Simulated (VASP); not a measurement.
# Tl2AgF12 (P-1) in VASP: single point with r2SCAN

Aim: the single point of Tl2AgF12 with r2SCAN.

Everything below comes from runs of VASP 6.6.1. Logs are shortened: lines on timing, memory, paths and dates and some standing lists are left out, and cuts for length are marked.

## (1) The crystal as given

The typed cell holds 15 atoms: a = 5.235 Å, b = 5.598 Å, c = 8.964 Å, α = 76.08°, β = 88.93°, γ = 65.08°.

The cell was built by a generator and needn't be a form met in nature.

## (2) Single point, r2SCAN

File POSCAR:

```
Tl2AgF12
1.0
    5.2354470000      0.0000000000      0.0000000000
    2.3585900000      5.0764970000      0.0000000000
    0.1673880000      2.3000150000      8.6621560000
F Tl Ag
12 2 1
Direct
    0.3230000000      0.2450000000      0.2230000000
    0.6770000000      0.7550000000      0.7770000000
    0.1340000000      0.7890000000      0.2860000000
    0.8660000000      0.2110000000      0.7140000000
    0.6820000000      0.7640000000      0.1260000000
    0.3180000000      0.2360000000      0.8740000000
    0.7710000000      0.2370000000      0.3700000000
    0.2290000000      0.7630000000      0.6300000000
    0.6840000000      0.7730000000      0.4270000000
    0.3160000000      0.2270000000      0.5730000000
    0.8000000000      0.2500000000      0.0480000000
    0.2000000000      0.7500000000      0.9520000000
    0.7261000000      0.0187200000      0.2263900000
    0.2739000000      0.9812800000      0.7736100000
    0.5000000000      0.5000000000      0.5000000000
```

File INCAR.step1:

```
SYSTEM = Tl2AgF12
PREC = Accurate
ENCUT = 520
ISMEAR = -1
SIGMA = 0.0103
LREAL = Auto
LASPH = .True.
NELM = 80
NBANDS = 74
GGA = PE
ALGO = Normal
EDIFF = 1E-4
LWAVE = .True.
LCHARG = .False.
```

File INCAR.step2:

```
SYSTEM = Tl2AgF12
PREC = Accurate
ENCUT = 520
EDIFF = 1E-6
ISMEAR = -1
SIGMA = 0.0103
LREAL = Auto
LASPH = .True.
NELM = 80
ALGO = Normal
ISIF = 2
LWAVE = .False.
LCHARG = .False.
METAGGA = R2SCAN
LMIXTAU = .True.
NBANDS = 74
ISTART = 1
```

File KPOINTS:

```
Automatic mesh
0
Gamma
  4 4 2
  0.5 0 0.5
```

Potentials or basis: VASP PAW PBE potentials, release 64 (F, Tl_d, Ag).

Started as:

```sh
$ cat potpaw_PBE.64/F/POTCAR potpaw_PBE.64/Tl_d/POTCAR potpaw_PBE.64/Ag/POTCAR > POTCAR
$ cp INCAR.step1 INCAR
$ mpirun -np 1 vasp_std > vasp.out
$ cp INCAR.step2 INCAR
$ mpirun -np 1 vasp_std > vasp.out
```

OUTCAR:

```text
SYSTEM = Tl2AgF12
   PREC = Accurate
   ENCUT = 520
   EDIFF = 1E-6
   ISMEAR = -1
   LREAL = Auto
   LASPH = .True.
   NELM = 80
   ISIF = 2
   METAGGA = R2SCAN
   ISTART = 1

 ion  position               nearest neighbor table
   1  0.323  0.245  0.223-  13 1.95
   2  0.677  0.755  0.777-  14 1.95
   3  0.134  0.789  0.286-  13 1.97  15 2.45
   4  0.866  0.211  0.714-  14 1.97  15 2.45
   5  0.682  0.764  0.126-  13 1.95
   6  0.318  0.236  0.874-  14 1.95
   7  0.771  0.237  0.370-  13 2.05  15 2.13
   8  0.229  0.763  0.630-  14 2.05  15 2.13
   9  0.684  0.773  0.427-  13 2.06  15 2.10
  10  0.316  0.227  0.573-  14 2.06  15 2.10
  11  0.800  0.250  0.048-  13 1.95
  12  0.200  0.750  0.952-  14 1.95
  13  0.726  0.019  0.226-  11 1.95   1 1.95   5 1.95   3 1.97   7 2.05   9 2.06
  14  0.274  0.981  0.774-  12 1.95   2 1.95   6 1.95   4 1.97   8 2.05  10 2.06
  15  0.500  0.500  0.500-   9 2.10  10 2.10   7 2.13   8 2.13   3 2.45   4 2.45

  LATTYP: Found a triclinic cell.
 ALAT       =     5.5976574189
 B/A-ratio  =     0.9352924997
 C/A-ratio  =     1.6013616365
 COS(alpha) =     0.0186736229
 COS(beta)  =     0.2405662415
 COS(gamma) =     0.4213530453

  Lattice vectors:

 A1 = (  -2.3585900000,  -5.0764970000,   0.0000000000)
 A2 = (  -5.2354470000,   0.0000000000,   0.0000000000)
 A3 = (  -0.1673880000,  -2.3000150000,  -8.6621560000)

Analysis of symmetry for initial positions (statically):
=====================================================================
 Subroutine PRICEL returns:
 Original cell was already a primitive cell.

 Routine SETGRP: Setting up the symmetry group for a
 triclinic supercell.

 Subroutine GETGRP returns: Found  2 space group operations
 (whereof  2 operations were pure point group operations)
 out of a pool of  2 trial point group operations.

The static configuration has the point symmetry S_2 .

Analysis of symmetry for dynamics (positions and initial velocities):
=====================================================================
 Subroutine PRICEL returns:
 Original cell was already a primitive cell.

 Routine SETGRP: Setting up the symmetry group for a
 triclinic supercell.

 Subroutine GETGRP returns: Found  2 space group operations
 (whereof  2 operations were pure point group operations)
 out of a pool of  2 trial point group operations.

The dynamic configuration has the point symmetry S_2 .

 Subroutine INISYM returns: Found  2 space group operations
 (whereof  2 operations are pure point group operations),
 and found     1 'primitive' translations

----------------------------------------------------------------------------------------

                                     Primitive cell

  volume of cell :     230.2205

  direct lattice vectors                    reciprocal lattice vectors
     5.235447000  0.000000000  0.000000000     0.191005658 -0.088743091  0.019872464
     2.358590000  5.076497000  0.000000000     0.000000000  0.196986229 -0.052304678
     0.167388000  2.300015000  8.662156000     0.000000000  0.000000000  0.115444700

  length of vectors
     5.235447000  5.597657419  8.963873845     0.211550024  0.203812055  0.115444700

  position of ions in fractional coordinates (direct lattice)
     0.323000000  0.245000000  0.223000000
     0.677000000  0.755000000  0.777000000
     0.134000000  0.789000000  0.286000000
     0.866000000  0.211000000  0.714000000
     0.682000000  0.764000000  0.126000000
     0.318000000  0.236000000  0.874000000
     0.771000000  0.237000000  0.370000000
     0.229000000  0.763000000  0.630000000
     0.684000000  0.773000000  0.427000000
     0.316000000  0.227000000  0.573000000
     0.800000000  0.250000000  0.048000000
     0.200000000  0.750000000  0.952000000
     0.726100000  0.018720000  0.226390000
     0.273900000  0.981280000  0.773610000
     0.500000000  0.500000000  0.500000000

  ion indices of the primitive-cell ions
   primitive index   ion index
                 1           1
                 2           2
                 3           3
                 4           4
                 5           5
                 6           6
                 7           7
                 8           8
                 9           9
                10          10
                11          11
                12          12
                13          13
                14          14
                15          15

----------------------------------------------------------------------------------------

 KPOINTS: Automatic mesh

Automatic generation of k-mesh.
 Grid dimensions read from file:
 generate k-points for:    4    4    2

 Generating k-lattice:

  Cartesian coordinates                     Fractional coordinates (reciprocal lattice)
     0.047751415 -0.022185773  0.004968116     0.250000000 -0.000000000  0.000000000
     0.000000000  0.049246557 -0.013076170     0.000000000  0.250000000 -0.000000000
     0.000000000  0.000000000  0.057722350     0.000000000  0.000000000  0.500000000

  Length of vectors
     0.052887506  0.050953014  0.057722350

  Shift w.r.t. Gamma in fractional coordinates (k-lattice)
     0.500000000  0.000000000  0.500000000

 Subroutine IBZKPT returns following result:
 ===========================================

 Found     16 irreducible k-points:

 Following reciprocal coordinates:
            Coordinates               Weight
  0.125000 -0.000000  0.250000      2.000000
  0.375000  0.000000  0.250000      2.000000
 -0.375000 -0.000000  0.250000      2.000000
 -0.125000  0.000000  0.250000      2.000000
  0.125000  0.250000  0.250000      2.000000
  0.375000  0.250000  0.250000      2.000000
[... 8 lines left out ...]
 -0.375000 -0.250000  0.250000      2.000000
 -0.125000 -0.250000  0.250000      2.000000
   k-points           NKPTS =     16   k-points in BZ     NKDIM =     16   number of bands    NBANDS=     74
   number of dos      NEDOS =    301   number of ions     NIONS =     15
   total plane-waves  NPLWV = 117600
   dimension x,y,z NGX =    40 NGY =   42 NGZ =   70
   dimension x,y,z NGXF=    80 NGYF=   84 NGZF=  140
   ions per type =              12   2   1
   NGX,Y,Z   is equivalent  to a cutoff of  12.70, 12.47, 12.98 a.u.
   NGXF,Y,Z  is equivalent  to a cutoff of  25.40, 24.95, 25.96 a.u.
 SYSTEM =  Tl2AgF12
   PREC   = accura    normal or accurate (medium, high low for compatibility)
   ISTART =      1    job   : 0-new  1-cont  2-samecut
   ICHARG =      0    charge: 1-file 2-atom 10-const
   ISPIN  =      1    spin polarized calculation?
   LNONCOLLINEAR =      F non collinear calculations
   LSORBIT =      F    spin-orbit coupling
   LASPH  =      T    aspherical Exc in radial PAW
   ENCUT  =  520.0 eV  38.22 Ry    6.18 a.u.   9.73 10.41 16.67*2*pi/ulx,y,z
   NELM   =     80;   NELMIN=  2; NELMDL=  0     # of ELM steps
   EDIFF  = 0.1E-05   stopping-criterion for ELM
   LREAL  =      T    real-space projection
   EDIFFG = 0.1E-04   stopping-criterion for IOM
   NSW    =      0    number of steps for IOM
   IBRION =     -1    ionic relax: 0-MD 1-quasi-New 2-CG
   NFREE  =      0    steps in history (QN), initial steepest desc. (CG)
   ISIF   =      2    stress and relaxation
   ISYM   =      2    0-nonsym 1-usesym 2-fastsym
   POTIM  = 0.5000    time-step for ionic-motion
   TEBEG  =    0.0;   TEEND  =   0.0 temperature during run
   PSTRESS=    0.0 pullay stress
   NELECT =     121.0000    total number of electrons
   NUPDOWN=      -1.0000    fix difference up-down
   EMIN   =  10.00;   EMAX   =-10.00  energy-range for DOS
   EFERMI =   0.00;   METHOD = LEGACY
   ISMEAR =    -1;   SIGMA  =   0.01  broadening in eV -4-tet -1-fermi 0-gaus
   EFERMI_NEDOS =   21; number of points for ismear=-14 and -15
   IALGO  =     38    algorithm
   IMIX   =      4    mixing-type and parameters
     AMIX     =   0.40;   BMIX     =  1.00
     AMIX_MAG =   1.60;   BMIX_MAG =  1.00
  volume/ion in A,a.u.               =      15.35       103.57
  Fermi-wavevector in a.u.,A,eV,Ry     =   1.321160  2.496630 23.748466  1.745463
  Thomas-Fermi vector in A             =   2.450934
   LORBIT       =      0    0 simple, 1 ext, 2 COOP (PROOUT), +10 PAW based schemes
   METAGGA = R2SCAN    functional components
   LHFCALC =     F    Hartree Fock is set to
   AEXX    =    0.0000 exact exchange contribution
   IVDW    =     0    specifies the selected vdW correction
   LEPSILON=     F    determine dielectric tensor
   LRPA    =     F    only Hartree local field effects (RPA)
 non-spin polarized calculation
  energy-cutoff  :      520.00
  volume of cell :      230.22
 maximum number of plane-waves:      6208
   NGX = 19   NGY = 21   NGZ = 33

 number of electron     121.0000015 magnetization

 Free energy of the ion-electron system (eV)
  ---------------------------------------------------
  ext. energy  EPLUGINS =         0.00000000
  ---------------------------------------------------
  free energy    TOTEN  =      -178.99205961 eV

  energy without entropy =     -178.98566339  energy(sigma->0) =     -178.98886150

 E-fermi :  -2.6158     XC(G=0):  -9.3696

 val. band max:       -2.6201785898   @ k =   0.1250  -0.2500   0.2500
 cond. band min:      -2.6154346786   @ k =  -0.3750   0.2500   0.2500
 fundamental gap:      0.0047439112
 Fermi energy:        -2.6158439920

 k-point     1 :       0.1250   -0.0000    0.2500
  band No.  band energies     occupation
      1     -25.4242      2.00000
      2     -25.2599      2.00000
      3     -25.0964      2.00000
      4     -25.0709      2.00000
      5     -24.8671      2.00000
      6     -24.8561      2.00000
[... 64 lines left out ...]
     71      10.8480      0.00000
     72      11.1507      0.00000
[... 1123 lines left out ...]
     71      10.4932      0.00000
     72      11.1873      0.00000
 [bands above 72 left out]

------------------------ aborting loop because EDIFF is reached ----------------------------------------

  FORCE on cell =-STRESS in cart. coord.  units (eV):
  Direction    XX          YY          ZZ          XY          YZ          ZX
  --------------------------------------------------------------------------------------
  -------------------------------------------------------------------------------------
  Total        8.0791832      8.6049335      8.7316270      1.6890555     -0.2810506     -0.8130076
  in kB       56.2256045     59.8844687     60.7661684     11.7546742     -1.9559204     -5.6579784
  external PRESSURE =      58.9587472 kB  Pullay stress =       0.0000000 kB

 VOLUME and BASIS-vectors are now :
 -----------------------------------------------------------------------------
  energy-cutoff  :      520.00
  volume of cell :      230.22
      direct lattice vectors                 reciprocal lattice vectors
     5.235447000  0.000000000  0.000000000     0.191005658 -0.088743091  0.019872464
     2.358590000  5.076497000  0.000000000     0.000000000  0.196986229 -0.052304678
     0.167388000  2.300015000  8.662156000     0.000000000  0.000000000  0.115444700

 POSITION                                       TOTAL-FORCE (eV/Angst)
 -----------------------------------------------------------------------------------
      2.30623      1.75665      1.93166        -1.243576      0.870419     -0.198452
      5.45519      5.61987      6.73050         1.243576     -0.870419      0.198452
      2.61035      4.66316      2.47738         1.526600     -1.110440      0.817780
      5.15107      2.71335      6.18478        -1.526600      1.110440     -0.817780
      5.39363      4.16825      1.09143        -0.919289     -1.639270     -0.961759
      2.36780      3.20827      7.57072         0.919289      1.639270      0.961759
      4.65745      2.05414      3.20500         0.126973      1.726706      1.274786
      3.10398      5.32238      5.45716        -0.126973     -1.726706     -1.274786
      5.47571      4.90624      3.69874        -1.261563     -1.099080      1.487886
      2.28571      2.47027      4.96342         1.261563      1.099080     -1.487886
      4.78604      1.37952      0.41578         0.941087      0.908845     -1.624799
      2.97539      5.99699      8.24637        -0.941087     -0.908845      1.624799
      3.88351      0.61573      1.96103         0.222681      0.239469      0.309085
      3.87792      6.76078      6.70113        -0.222681     -0.239469     -0.309085
      3.88071      3.68826      4.33108        -0.000000     -0.000000      0.000000
 -----------------------------------------------------------------------------------
    total drift:                                0.000000      0.000000      0.000000

  FREE ENERGIE OF THE ION-ELECTRON SYSTEM (eV)
  ---------------------------------------------------
  free  energy   TOTEN  =      -178.9920596084 eV

  energy  without entropy=     -178.9856633949  energy(sigma->0) =     -178.98886150
```

Run time: 25 min. Hardware: 1 thread of Intel Xeon Platinum 8488C (Sapphire Rapids), shared host; peak memory 0.43 GiB.

Results:

- Free energy: -178.9921 eV
- Pressure: 5.9 GPa
- Largest force: 2.239 eV/Å
- Band gap on the k mesh: none (metal or under the smearing width)

Forces in eV/Å, atoms in the order of the input:
```
F   -1.244  0.870 -0.198
F    1.244 -0.870  0.198
F    1.527 -1.110  0.818
F   -1.527  1.110 -0.818
F   -0.919 -1.639 -0.962
F    0.919  1.639  0.962
F    0.127  1.727  1.275
F   -0.127 -1.727 -1.275
F   -1.262 -1.099  1.488
F    1.262  1.099 -1.488
F    0.941  0.909 -1.625
F   -0.941 -0.909  1.625
Tl   0.223  0.239  0.309
Tl  -0.223 -0.239 -0.309
Ag   0.000  0.000  0.000
```

Stress tensor (GPa, compression positive):
```
 5.62  1.18 -0.57
 1.18  5.99 -0.20
-0.57 -0.20  6.08
```

Caveat: the k mesh is coarse (spacing up to 0.36 Å⁻¹), so the values aren't converged; the PAW data sets were made with another functional, which shifts forces and pressure a little; an odd number of electrons without spin polarisation forces a metal; a magnetic or distorted state may lie lower. Spin-orbit coupling is left out, which matters for the levels of Tl.
